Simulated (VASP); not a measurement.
These are r2SCAN meta-GGA, VASP's PBE PAW potentials (set 64) (plane waves; VASP) values and carry that method's errors.

The input files of a VASP run:

INCAR:
```
# general
SYSTEM   =  Sb
PREC     =  Accurate
ENCUT    =  300
LREAL    =  .False.
LASPH    =  .True.

# electronic loop
EDIFF    =  1E-6
NELM     =  100
ALGO     =  Normal
LMAXMIX  =  4
LMIXTAU  =  .True.

# smearing
ISMEAR   =  1
SIGMA    =  0.272

# functional
METAGGA  =  R2SCAN

# ions
ISIF     =  2

# output
LWAVE    =  .False.
LCHARG   =  .False.
```

**POSCAR**
```
Sb
1
    2.1770650000     1.2569290000     3.8298800000
   -2.1770650000     1.2569290000     3.8298800000
    0.0000000000    -2.5138580000     3.8298800000
Sb
2
Direct
  0.2682600000   0.2682600000   0.2682600000
  0.7317400000   0.7317400000   0.7317400000
```

### KPOINTS
```
Automatic mesh
0
Gamma
6 6 6
0.5 0.5 0.5
```

POTCAR, in this order: Sb (PBE.64 set). Program: vasp_std.

The run wrote:

### OSZICAR
```
       N       E                     dE             d eps       ncg     rms          rms(c)
DAV:   1    -0.181142492874E+02   -0.18114E+02   -0.30175E+03   504   0.590E+02
DAV:   2    -0.516278796086E+02   -0.33514E+02   -0.32597E+02   678   0.105E+02
DAV:   3    -0.526683888863E+02   -0.10405E+01   -0.10359E+01   603   0.226E+01
DAV:   4    -0.526749044001E+02   -0.65155E-02   -0.65142E-02   609   0.226E+00
DAV:   5    -0.526749554976E+02   -0.51098E-04   -0.51098E-04   580   0.177E-01    0.253E+00
DAV:   6    -0.513747170104E+02    0.13002E+01   -0.22123E-01   504   0.363E+00    0.187E+00
DAV:   7    -0.514307200803E+02   -0.56003E-01   -0.45642E-02   506   0.245E+00    0.878E-01
DAV:   8    -0.513817627422E+02    0.48957E-01   -0.78335E-02   506   0.257E+00    0.232E-01
DAV:   9    -0.514072274379E+02   -0.25465E-01   -0.11575E-02   510   0.101E+00    0.902E-02
DAV:  10    -0.514064496582E+02    0.77778E-03   -0.17128E-04   560   0.115E-01    0.657E-02
DAV:  11    -0.514091010359E+02   -0.26514E-02   -0.46158E-03   514   0.639E-01    0.117E-02
DAV:  12    -0.514096187206E+02   -0.51768E-03   -0.27086E-04   526   0.156E-01    0.149E-02
DAV:  13    -0.514096360161E+02   -0.17295E-04   -0.70235E-06   555   0.220E-02    0.962E-03
DAV:  14    -0.514096604522E+02   -0.24436E-04   -0.67793E-05   508   0.735E-02    0.113E-03
DAV:  15    -0.514096690406E+02   -0.85884E-05   -0.62283E-06   508   0.250E-02    0.904E-04
DAV:  16    -0.514096695001E+02   -0.45959E-06   -0.28396E-07   258   0.479E-03
   1 F= -.51409670E+02 E0= -.51408985E+02  d E =-.205280E-02
```

File OUTCAR:
```
------------------------ aborting loop because EDIFF is reached ----------------------------------------
  FORCE on cell =-STRESS in cart. coord.  units (eV):
  Direction    XX          YY          ZZ          XY          YZ          ZX
  --------------------------------------------------------------------------------------
  Total        0.0162907      0.0162907      0.0033909      0.0000000     -0.0000000      0.0000000
  in kB        0.4150809      0.4150809      0.0863990      0.0000000     -0.0000000      0.0000000
  external PRESSURE =       0.3055203 kB  Pullay stress =       0.0000000 kB
  volume of cell :       62.88
      direct lattice vectors                 reciprocal lattice vectors
     2.177065000  1.256929000  3.829880000     0.229667006  0.132598314  0.087034929
    -2.177065000  1.256929000  3.829880000    -0.229667006  0.132598314  0.087034929
     0.000000000 -2.513858000  3.829880000     0.000000000 -0.265196629  0.087034929
 POSITION                                       TOTAL-FORCE (eV/Angst)
 -----------------------------------------------------------------------------------
      0.00000      0.00000      3.08221         0.000000     -0.000000      0.009780
      0.00000      0.00000      8.40743         0.000000      0.000000     -0.009780
 -----------------------------------------------------------------------------------
    total drift:                                0.000000     -0.000000     -0.000000
  FREE ENERGIE OF THE ION-ELECTRON SYSTEM (eV)
  ---------------------------------------------------
  free  energy   TOTEN  =       -51.4096695001 eV

  energy  without entropy=      -51.4076167025  energy(sigma->0) =      -51.40898523
```
(Selected blocks of OUTCAR.)

The structure comes from a computed database's Sb entry; how it stands against other phases isn't given here. The cell was not relaxed at this level. The run is one of a series of settings (GGA removed, LMIXTAU = .TRUE., METAGGA = R2SCAN against the base run), some of them coarse on purpose.
